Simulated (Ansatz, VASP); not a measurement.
## Sn4Ge (Ge/Sn superlattice along [001]): VASP beside Ansatz

Aim: how closely do two programs agree when they are given the same cell, functional and k mesh? The cell is taken from a series of runs on this material, whose earlier steps may have relaxed, scaled, displaced or heated it; both programs get it as it stands.

Main program and level: Ansatz 0.2.0; plane waves, with VASP 6.6.1 beside it; single point at PBE.

**1. Set-up**

The cell holds 80 atoms: 16 Ge and 64 Sn. Cell: a = 9.177 Å, b = 9.177 Å, c = 31.107 Å, α = 90.0°, β = 90.0°, γ = 90.0°. As first built, before any earlier steps moved the atoms (in the runner's words): diamond-structure lattice with in-plane constant 6.489 A; 1 periods of Ge and 4 of Sn along [001], 2 x 2 in-plane cells; the two parts stretched along z by 0.7938 and 1.0; every coordinate displaced by a Gaussian of 0.05 A Then every atom was moved at random, 0.02 A r.m.s. a Cartesian component (hydrogen 0.6 of that). The structure's axis is c.

**2. Ansatz: single point, PBE**

Ansatz runs on its default PAW (the set named soft_2) files.

With cell and atoms fixed, the geometry can't cause a difference; cores, projectors, grids and the points listed under the comparison can.

Contents of input.yaml:

```yaml
crystal:
  lattice:
    - [9.17683, 0.0, 0.0]
    - [0.0, 9.17683, 0.0]
    - [0.0, 0.0, 31.10697]
  atoms:
    - { symbol: Ge, position: [0.00085, 4.0e-05, 0.99978] }
    - { symbol: Ge, position: [0.25044, 0.99573, 0.04305] }
    - { symbol: Ge, position: [0.49744, 0.99768, 0.00134] }
    - { symbol: Ge, position: [0.74823, 0.00538, 0.0384] }
    - { symbol: Ge, position: [0.99614, 0.49746, 0.00096] }
    - { symbol: Ge, position: [0.24375, 0.49571, 0.04065] }
    - { symbol: Ge, position: [0.50331, 0.50206, 0.00031] }
    - { symbol: Ge, position: [0.75169, 0.50893, 0.03949] }
    - { symbol: Ge, position: [0.25437, 0.24503, 0.08397] }
    - { symbol: Ge, position: [0.50482, 0.25031, 0.12344] }
    - { symbol: Ge, position: [0.75808, 0.25629, 0.08291] }
    - { symbol: Ge, position: [0.00261, 0.25089, 0.12329] }
    - { symbol: Sn, position: [0.9964, 0.00886, 0.16647] }
    - { symbol: Sn, position: [0.2519, 0.99826, 0.21964] }
    - { symbol: Sn, position: [0.50861, 0.99038, 0.16631] }
    - { symbol: Sn, position: [0.74535, 0.99978, 0.22156] }
    - { symbol: Ge, position: [0.24515, 0.74432, 0.08327] }
    - { symbol: Ge, position: [0.50236, 0.75586, 0.12483] }
    - { symbol: Ge, position: [0.75028, 0.75038, 0.08334] }
    - { symbol: Ge, position: [0.99277, 0.74919, 0.12455] }
    - { symbol: Sn, position: [0.988, 0.49287, 0.16423] }
    - { symbol: Sn, position: [0.24682, 0.49352, 0.21833] }
    - { symbol: Sn, position: [0.49979, 0.50885, 0.16654] }
    - { symbol: Sn, position: [0.74317, 0.50073, 0.21793] }
    - { symbol: Sn, position: [0.25712, 0.25241, 0.26763] }
    - { symbol: Sn, position: [0.49055, 0.24943, 0.32366] }
    - { symbol: Sn, position: [0.75116, 0.25369, 0.26761] }
    - { symbol: Sn, position: [0.00254, 0.25322, 0.32463] }
    - { symbol: Sn, position: [0.00487, 0.99876, 0.376] }
    - { symbol: Sn, position: [0.2403, 0.999, 0.42588] }
    - { symbol: Sn, position: [0.50972, 0.00198, 0.37519] }
    - { symbol: Sn, position: [0.75656, 0.9941, 0.42585] }
    - { symbol: Sn, position: [0.25588, 0.75074, 0.26814] }
    - { symbol: Sn, position: [0.50277, 0.74454, 0.32041] }
    - { symbol: Sn, position: [0.7484, 0.74828, 0.26915] }
    - { symbol: Sn, position: [0.0073, 0.73944, 0.32315] }
    - { symbol: Sn, position: [0.01038, 0.49859, 0.37476] }
    - { symbol: Sn, position: [0.25283, 0.4936, 0.42605] }
    - { symbol: Sn, position: [0.50311, 0.49911, 0.37718] }
    - { symbol: Sn, position: [0.75132, 0.50845, 0.42557] }
    - { symbol: Sn, position: [0.24788, 0.24305, 0.47898] }
    - { symbol: Sn, position: [0.49903, 0.2474, 0.52744] }
    - { symbol: Sn, position: [0.75392, 0.24461, 0.47804] }
    - { symbol: Sn, position: [0.98639, 0.25196, 0.53194] }
    - { symbol: Sn, position: [0.9977, 0.0037, 0.5835] }
    - { symbol: Sn, position: [0.24377, 0.00942, 0.63588] }
    - { symbol: Sn, position: [0.51209, 0.99523, 0.58215] }
    - { symbol: Sn, position: [0.74888, 0.00194, 0.63595] }
    - { symbol: Sn, position: [0.24311, 0.75445, 0.48023] }
    - { symbol: Sn, position: [0.49741, 0.75061, 0.52788] }
    - { symbol: Sn, position: [0.74387, 0.75213, 0.4781] }
    - { symbol: Sn, position: [0.00048, 0.75449, 0.52839] }
    - { symbol: Sn, position: [0.00039, 0.49315, 0.58353] }
    - { symbol: Sn, position: [0.25935, 0.50244, 0.63485] }
    - { symbol: Sn, position: [0.49753, 0.50024, 0.58016] }
    - { symbol: Sn, position: [0.75849, 0.50425, 0.63604] }
    - { symbol: Sn, position: [0.26081, 0.24308, 0.68668] }
    - { symbol: Sn, position: [0.49142, 0.25084, 0.74163] }
    - { symbol: Sn, position: [0.74375, 0.25795, 0.68619] }
    - { symbol: Sn, position: [0.99825, 0.24633, 0.741] }
    - { symbol: Sn, position: [0.99091, 0.01552, 0.79137] }
    - { symbol: Sn, position: [0.25594, 0.0028, 0.8448] }
    - { symbol: Sn, position: [0.50096, 0.99188, 0.79172] }
    - { symbol: Sn, position: [0.76147, 0.99267, 0.84279] }
    - { symbol: Sn, position: [0.23956, 0.75539, 0.68955] }
    - { symbol: Sn, position: [0.49894, 0.75303, 0.74057] }
    - { symbol: Sn, position: [0.75378, 0.75314, 0.68899] }
    - { symbol: Sn, position: [0.99177, 0.74958, 0.73796] }
    - { symbol: Sn, position: [0.00198, 0.4955, 0.79056] }
    - { symbol: Sn, position: [0.24461, 0.49419, 0.84299] }
    - { symbol: Sn, position: [0.50339, 0.49568, 0.79218] }
    - { symbol: Sn, position: [0.75232, 0.49801, 0.84393] }
    - { symbol: Sn, position: [0.25192, 0.24943, 0.89462] }
    - { symbol: Sn, position: [0.51155, 0.25271, 0.94871] }
    - { symbol: Sn, position: [0.74278, 0.25112, 0.89699] }
    - { symbol: Sn, position: [0.00323, 0.25226, 0.94828] }
    - { symbol: Sn, position: [0.24947, 0.74603, 0.89685] }
    - { symbol: Sn, position: [0.50116, 0.74616, 0.94896] }
    - { symbol: Sn, position: [0.74935, 0.75471, 0.89784] }
    - { symbol: Sn, position: [0.00046, 0.75504, 0.95301] }
kpoints:
  mp_grid: { grid: [1, 1, 1] }
hamiltonian:
  xc: pbe
scf:
  occupations: { method: fermi_dirac, width: 0.05 }
output:
  forces: true
  eigenvalues: true
  populations: true
  stress: true
```

Launch:

```sh
$ ansatz run input.yaml --threads 4 --pin off --max-ram 8192MiB --backend cpu --events-out ev --progress --plain --runs-dir out
```

Numbers of over 12 decimals in the logs are rounded to 6 here.

The log of the run:

```text
Engine: ansatz 0.2.0, x86_64-unknown-linux-gnu
Pseudopotentials: kind: paw
Pseudopotential: Ge, paw, valence charge 14, recommended cutoff 420 eV (normal), Ge.paw.azcp
Pseudopotential: Sn, paw, valence charge 14, recommended cutoff 420 eV (normal), Sn.paw.azcp
Functional definition: PBE
  parameter kappa = 0.804
  parameter beta = 0.066725
  exchange = pbe_x(kappa = kappa, mu = beta*pi^2/3)
  correlation = pbe_c(beta = beta)
Crystal: 80 atoms, lattice volume = 2619.649 Å³
Basis set: ecut = 420 eV, 51323 PW (Γ), exchange–correlation on 128×128×432 points (8 copies of the dense FFT grid, shifted against one another)
Bands: 672, of which v1, the nominal top of the filled ones, is band 560 counted from 1 (559 counted from 0)
Symmetry: 1 space group operations
Space group: P1 (ITA 1), of the structure as read, at distance tolerance 1.4e-4 Å
k-points: 1
Non-local potential: Ge, projectors of the file, l = 0: 2, l = 1: 2, l = 2: 3, l = 3: 1
Non-local potential: Sn, projectors of the file, l = 0: 2, l = 1: 2, l = 2: 2, l = 3: 2
PAW form: soft (Blöchl's): semilocal exchange-correlation on the pseudo side does not see the compensation charge
PAW one-centre angular grid: Ge, 590 points (default); XC on 64 Gauss nodes
PAW one-centre angular grid: Sn, 590 points (default); XC on 64 Gauss nodes
Initial density: superposition of atomic densities (neutral atoms: chi_scale 0, normalization atom), corrected by the library's trained network
Initial wavefunctions: pseudopotential atomic-orbital guess
Functional: x = pbe(κ = 0.804, μ = 0.219515), c = pbe(β = 0.066725)
SCF iter   1: F=—  HF=-454239.261541 eV  |F-HF|=—  |Δ(HF+E_count)|=         —  Δρ=5.93e-3  dr2=7.95e0  ethr=1.77e-3  ⟨swp⟩=6.0  Hψ=2773  notcnv=0  defer=56
preconditioner: auto → LDOS  [metal: Δε(μ)=0.070 eV  Ē_g=19.519 eV  σ=0.050 eV  W_gap=0.33  n_scr=578 (ndim 8)  ℏωp=24.3 eV  f_vac=0.092  D(μ)=39.10/eV (n_scr^D=204)  β→1.0]
SCF iter   2: F=—  HF=-454239.006861 eV  |F-HF|=—  |Δ(HF+E_count)|=   2.55e-1  Δρ=1.86e-3  dr2=4.69e-1  ethr=7.10e-4  ⟨swp⟩=2.0  Hψ=803  notcnv=0  defer=71
SCF iter   3: F=—  HF=-454239.002418 eV  |F-HF|=—  |Δ(HF+E_count)|=   4.44e-3  Δρ=1.24e-3  dr2=1.56e-1  ethr=4.18e-5  ⟨swp⟩=2.0  Hψ=1202  notcnv=0  defer=71
SCF iter   4: F=—  HF=-454238.979187 eV  |F-HF|=—  |Δ(HF+E_count)|=   2.32e-2  Δρ=3.06e-4  dr2=2.68e-2  ethr=1.39e-5  ⟨swp⟩=2.0  Hψ=1161  notcnv=0  defer=71
SCF iter   5: F=—  HF=-454238.978614 eV  |F-HF|=—  |Δ(HF+E_count)|=   5.73e-4  Δρ=1.74e-4  dr2=6.67e-3  ethr=2.39e-6  ⟨swp⟩=2.0  Hψ=649  notcnv=0  defer=71
SCF iter   6: F=—  HF=-454238.978058 eV  |F-HF|=—  |Δ(HF+E_count)|=   5.56e-4  Δρ=8.09e-5  dr2=1.35e-3  ethr=5.96e-7  ⟨swp⟩=2.0  Hψ=1081  notcnv=0  defer=71
SCF iter   7: F=—  HF=-454238.978035 eV  |F-HF|=—  |Δ(HF+E_count)|=   2.22e-5  Δρ=3.38e-5  dr2=1.43e-4  ethr=1.21e-7  ⟨swp⟩=2.0  Hψ=732  notcnv=0  defer=71
SCF iter   8: F=—  HF=-454238.978030 eV  |F-HF|=—  |Δ(HF+E_count)|=   5.27e-6  Δρ=1.64e-5  dr2=2.33e-5  ethr=1.28e-8  ⟨swp⟩=2.0  Hψ=720  notcnv=0  defer=71
SCF iter   9: F=—  HF=-454238.979832 eV  |F-HF|=—  |Δ(HF+E_count)|=   1.80e-3  Δρ=7.49e-6  dr2=4.05e-6  ethr=2.08e-9  ⟨swp⟩=2.0  Hψ=1198  notcnv=0  defer=71
SCF iter  10: F=—  HF=-454238.979832 eV  |F-HF|=—  |Δ(HF+E_count)|=   2.75e-7  Δρ=3.91e-6  dr2=1.33e-6  ethr=3.61e-10  ⟨swp⟩=2.0  Hψ=1162  notcnv=0  defer=71
SCF iter  11: F=—  HF=-454238.979831 eV  |F-HF|=—  |Δ(HF+E_count)|=   1.00e-7  Δρ=1.87e-6  dr2=3.30e-7  ethr=1.19e-10  ⟨swp⟩=2.0  Hψ=1129  notcnv=0  defer=71
SCF iter  12: F=-454238.979831 eV  HF=-454238.979831 eV  |F-HF|=6.34e-8  |Δ(HF+E_count)|=   1.62e-8  Δρ=9.35e-7  dr2=7.90e-8  ethr=8.93e-12  ⟨swp⟩=13.0  Hψ=3547  notcnv=0
SCF 1 converged in 12 iterations: F = -454238.979831 eV  dr2 = 7.90e-8
  greatest PAW one-centre occupation: 0.998 electrons in one spin orbital (limit 2), on the Ge atom at site 17 (counted from 0), in its partial waves of l = 2
SCF converged after 12 iterations
Free energy (F): -454238.979831 eV
Harris-Foulkes:  -454238.979831 eV  (|F-HF|=6.34e-8)
Internal energy: -454238.611662 eV  (E = F + TS)
E sigma→0 (E₀):  -454238.795747 eV
Entropy (-TS):   -0.368170 eV (-4.602 meV/atom)
Fermi energy:    7.624252 eV
--- Per-component energies (eV) ---
  E_band       = -10571.922646
  E_kinetic    = 13800.277464
  E_local      = -124085.292945  (includes V_loc(G=0)·N_el)
  E_nonlocal   = 4621.329873
  E_hartree    = 65044.689693
  E_xc         = -25665.645396
  E_vxc        = -7151.682550  (∫ρ·V_xc dr)
  E_paw        = -297106.680735  (= ΣΔE_a)
  E_vpaw       = -27845.957075  (= ΣTr[D̂ρ^β])
  E_aug_tail   = 0.004722  (compensation charges beyond the density's cutoff)
  E_ewald      = -90847.294337
  E_smearing   = -0.368170  (= −TS)
  E_closure    = -0.000000  (closes the sum)
  Σ components = -454238.979831   (vs F -454238.979831, Δ=0.00e0)
--- Forces (eV/Å), atoms counted from 1 ---
[...]
0.069539       6.090939       0.025027
        0.166037       0.025027       1.215527
  P = ⅓ Tr σ = 4.5609 GPa (45.609 kbar)
--- Band table (eV) ---
  k-point 0: bands = [... 556 lower, 7.2672, 7.3443, 7.5999, 7.6198, 7.6657, 7.6966, 7.7112, 7.7189, ... 108 higher]
--- Löwdin populations: 80 sites ---
  site symbol       q [e]
     0     Ge     14.1087
     1     Ge     14.0019
     2     Ge     14.0921
     3     Ge     14.0007
     4     Ge     14.0972
     5     Ge     14.0045
     6     Ge     14.1094
     7     Ge     14.0127
     8     Ge     13.9873
     9     Ge     14.1195
    10     Ge     13.9941
    11     Ge     14.1431
    12     Sn     13.8243
    13     Sn     13.9775
    14     Sn     13.8072
    15     Sn     13.9738
    16     Ge     13.9809
    17     Ge     14.1511
    18     Ge     13.9926
    19     Ge     14.1264
    20     Sn     13.8042
    21     Sn     13.9865
    22     Sn     13.8166
    23     Sn     13.9714
[...]
72     Sn     13.9831
    73     Sn     13.8560
    74     Sn     13.9717
    75     Sn     13.8517
    76     Sn     13.9816
    77     Sn     13.8481
    78     Sn     13.9728
    79     Sn     13.8455
  spilling = 0.001758 (of n_electrons = 1120.000000)
```

In the SCF lines HF is the Harris–Foulkes energy and dr2 the Hartree energy of the density residual, in eV; the loop may stop once dr2 is under the threshold and the program's other checks hold. Hψ counts applications of the Hamiltonian.

The run ends at a pressure of 4.56 GPa, with forces up to 2.1 eV/Å.

**3. VASP: single point, PBE**

The same cell, functional, mesh and smearing now go to VASP, with its own data sets.

Lines of VASP's logs that name or quote its potential files are left out, and so is its time.

Contents of INCAR:

```
SYSTEM = Sn4Ge
PREC = Accurate
ENCUT = 500
EDIFF = 1E-06
NELM = 120
ISMEAR = -1
SIGMA = 0.05
LREAL = Auto
ALGO = Normal
GGA = PE
NBANDS = 656
LORBIT = 11
LWAVE = .FALSE.
LCHARG = .FALSE.
ISIF = 2
LASPH = .TRUE.
GGA_COMPAT = .FALSE.
NCORE = 2
```

Contents of POSCAR:

```
Sn4Ge
1.0
    9.1768300000      0.0000000000      0.0000000000
    0.0000000000      9.1768300000      0.0000000000
    0.0000000000      0.0000000000     31.1069700000
Ge Sn
16 64
Direct
    0.0008500000      0.0000400000      0.9997800000
    0.2504400000      0.9957300000      0.0430500000
    0.4974400000      0.9976800000      0.0013400000
    0.7482300000      0.0053800000      0.0384000000
    0.9961400000      0.4974600000      0.0009600000
    0.2437500000      0.4957100000      0.0406500000
    0.5033100000      0.5020600000      0.0003100000
    0.7516900000      0.5089300000      0.0394900000
    0.2543700000      0.2450300000      0.0839700000
    0.5048200000      0.2503100000      0.1234400000
    0.7580800000      0.2562900000      0.0829100000
    0.0026100000      0.2508900000      0.1232900000
    0.2451500000      0.7443200000      0.0832700000
    0.5023600000      0.7558600000      0.1248300000
    0.7502800000      0.7503800000      0.0833400000
    0.9927700000      0.7491900000      0.1245500000
    0.9964000000      0.0088600000      0.1664700000
    0.2519000000      0.9982600000      0.2196400000
    0.5086100000      0.9903800000      0.1663100000
    0.7453500000      0.9997800000      0.2215600000
    0.9880000000      0.4928700000      0.1642300000
    0.2468200000      0.4935200000      0.2183300000
    0.4997900000      0.5088500000      0.1665400000
    0.7431700000      0.5007300000      0.2179300000
    0.2571200000      0.2524100000      0.2676300000
    0.4905500000      0.2494300000      0.3236600000
    0.7511600000      0.2536900000      0.2676100000
    0.0025400000      0.2532200000      0.3246300000
    0.0048700000      0.9987600000      0.3760000000
    0.2403000000      0.9990000000      0.4258800000
    0.5097200000      0.0019800000      0.3751900000
    0.7565600000      0.9941000000      0.4258500000
    0.2558800000      0.7507400000      0.2681400000
    0.5027700000      0.7445400000      0.3204100000
    0.7484000000      0.7482800000      0.2691500000
    0.0073000000      0.7394400000      0.3231500000
    0.0103800000      0.4985900000      0.3747600000
    0.2528300000      0.4936000000      0.4260500000
    0.5031100000      0.4991100000      0.3771800000
    0.7513200000      0.5084500000      0.4255700000
    0.2478800000      0.2430500000      0.4789800000
    0.4990300000      0.2474000000      0.5274400000
    0.7539200000      0.2446100000      0.4780400000
    0.9863900000      0.2519600000      0.5319400000
    0.9977000000      0.0037000000      0.5835000000
    0.2437700000      0.0094200000      0.6358800000
    0.5120900000      0.9952300000      0.5821500000
    0.7488800000      0.0019400000      0.6359500000
    0.2431100000      0.7544500000      0.4802300000
    0.4974100000      0.7506100000      0.5278800000
    0.7438700000      0.7521300000      0.4781000000
    0.0004800000      0.7544900000      0.5283900000
    0.0003900000      0.4931500000      0.5835300000
    0.2593500000      0.5024400000      0.6348500000
    0.4975300000      0.5002400000      0.5801600000
    0.7584900000      0.5042500000      0.6360400000
    0.2608100000      0.2430800000      0.6866800000
    0.4914200000      0.2508400000      0.7416300000
    0.7437500000      0.2579500000      0.6861900000
    0.9982500000      0.2463300000      0.7410000000
    0.9909100000      0.0155200000      0.7913700000
    0.2559400000      0.0028000000      0.8448000000
    0.5009600000      0.9918800000      0.7917200000
    0.7614700000      0.9926700000      0.8427900000
    0.2395600000      0.7553900000      0.6895500000
    0.4989400000      0.7530300000      0.7405700000
    0.7537800000      0.7531400000      0.6889900000
    0.9917700000      0.7495800000      0.7379600000
    0.0019800000      0.4955000000      0.7905600000
    0.2446100000      0.4941900000      0.8429900000
    0.5033900000      0.4956800000      0.7921800000
    0.7523200000      0.4980100000      0.8439300000
    0.2519200000      0.2494300000      0.8946200000
    0.5115500000      0.2527100000      0.9487100000
    0.7427800000      0.2511200000      0.8969900000
    0.0032300000      0.2522600000      0.9482800000
    0.2494700000      0.7460300000      0.8968500000
    0.5011600000      0.7461600000      0.9489600000
    0.7493500000      0.7547100000      0.8978400000
    0.0004600000      0.7550400000      0.9530100000
```

Contents of KPOINTS:

```
Automatic mesh
0
Gamma
1 1 1
0 0 0
```

Potentials, in the order of the species: Ge_d and Sn_d (PBE family, release 64).

Launch:

```sh
$ mpirun -np 8 vasp_gam
```

The log of the run:

```text
[banner, memory and clock lines left out]
running    8 mpi-ranks, on    1 nodes
[...]
LDA part: xc-table for (Slater+PW92), standard interpolation
 POSCAR, INCAR and KPOINTS ok, starting setup
[...]
entering main loop
       N       E                     dE             d eps       ncg     rms          rms(c)
DAV:   1     0.209321882352E+05    0.20932E+05   -0.49672E+05  1400   0.345E+03
DAV:   2     0.501903548196E+04   -0.15913E+05   -0.15541E+05  1312   0.910E+02
DAV:   3     0.558022197174E+03   -0.44610E+04   -0.43032E+04  1312   0.320E+02
DAV:   4    -0.216633315838E+03   -0.77466E+03   -0.70935E+03  1472   0.123E+02
[...]
DAV:  29    -0.288169111743E+03    0.13062E-05   -0.30751E-06  1080   0.196E-02    0.166E-02
DAV:  30    -0.288169108893E+03    0.28498E-05   -0.69619E-06  1440   0.320E-02    0.695E-03
DAV:  31    -0.288169108954E+03   -0.61264E-07   -0.54613E-06  1160   0.712E-03
   1 F= -.28816911E+03 E0= -.28798443E+03  d E =-.369364E+00
```

OUTCAR, selected parts (step 3):

```text
  FREE ENERGIE OF THE ION-ELECTRON SYSTEM (eV)
  ---------------------------------------------------
  free  energy   TOTEN  =      -288.1691089544 eV

  energy  without entropy=     -287.7997448412  energy(sigma->0) =     -287.98442690
```

The gap is under twice the smearing width, so the edge states are partly filled and the run can't tell a small gap from a semimetal.

**4. Comparison**

Known differences besides the potentials themselves: the cutoff is 420 eV in Ansatz and 500 eV in VASP (PREC = Accurate, projectors in real space). Total energies have different zeros and are not compared.

Both answers:

| quantity | Ansatz | VASP | difference |
| --- | --- | --- | --- |
| pressure (GPa) | 4.56 | 4.48 | +0.08 |

Forces on 10 of the 80 atoms, those with the largest forces and the largest differences (eV/Å; atoms numbered as in POSCAR):

| atom | Ansatz x, y, z | VASP x, y, z |
| --- | --- | --- |
| Ge14 | -0.180, -0.801, -1.449 | -0.181, -0.799, -1.443 |
| Sn22 | -0.299, 0.788, -0.608 | -0.288, 0.787, -0.608 |
| Sn30 | 1.448, -0.122, 0.361 | 1.447, -0.123, 0.358 |
| Sn36 | -0.219, 0.796, -0.417 | -0.218, 0.781, -0.417 |
| Sn44 | 0.938, -0.258, -0.125 | 0.937, -0.254, -0.118 |
| Sn57 | -0.965, 1.115, 0.347 | -0.962, 1.112, 0.346 |
| Sn60 | 0.165, 0.876, -1.396 | 0.164, 0.871, -1.394 |
| Sn61 | 1.420, -1.523, 0.147 | 1.420, -1.520, 0.145 |
| Sn64 | -1.245, 0.534, 0.598 | -1.238, 0.534, 0.598 |
| Sn74 | -1.333, -0.163, 1.091 | -1.331, -0.160, 1.092 |

The forces differ by 2.8 meV/Å r.m.s., which is 0.5 % of the r.m.s. force of 0.521 eV/Å (both taken over all components).

**5. Results**

| Quantity | Value |
| --- | --- |
| r.m.s. force difference (single point, PBE) | 0.54 % of the r.m.s. force |

What this shows: The r.m.s. force difference is 0.54 % of the r.m.s. force (single point, PBE), within the 3 % picked in this series as the mark of a large difference. Such differences can come from data sets, numerical settings and the points named under the comparisons, not from the functional's error against experiment.

[Lines on the potential files, build, host, timing and source positions are cut from VASP's logs without a mark.]

[Logs are printed without paths, hosts, clocks, repeated set-up lines and the standing remarks that a program may print on its own settings, such as how far it seeks lower states.]

[Hosts, paths, dates, database ids (printed as entryN), source tags and the programs' standing remarks are cut or masked in the printed files.]
